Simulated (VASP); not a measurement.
The system is InP.

```
In P
1.0
     0.00000    2.97915    2.97915
     2.97915    0.00000    2.97915
     2.97915    2.97915    0.00000
In P
1 1
Direct
  0.00000 0.00000 0.00000
  0.25000 0.25000 0.25000
```

Program: VASP 6.6.1. Alike in all runs: task band structure; cell as given; cutoff (eV) 520; smearing gaussian 0.03 eV. Hardware: 1 thread of Intel(R) Xeon(R) 6975P-C (Granite Rapids), with other jobs on the host.

Q: Order these runs on this cell by their wall time, lowest first.
A. level LDA; potentials or basis VASP PAW LDA potentials, release 64 (In_d, P); spin off; k mesh 8 × 8 × 8
B. level TB-mBJ; potentials or basis VASP PAW PBE potentials, release 64 (In_d, P); spin off; k mesh 8 × 8 × 8
C. level TB-mBJ; potentials or basis VASP PAW PBE potentials, release 64 (In_d, P); spin SOC, no magnetisation; k mesh 6 × 6 × 6

A: A (27 s), B (63 s), C (340 s).

Runs at the PBE level aren't shown here.
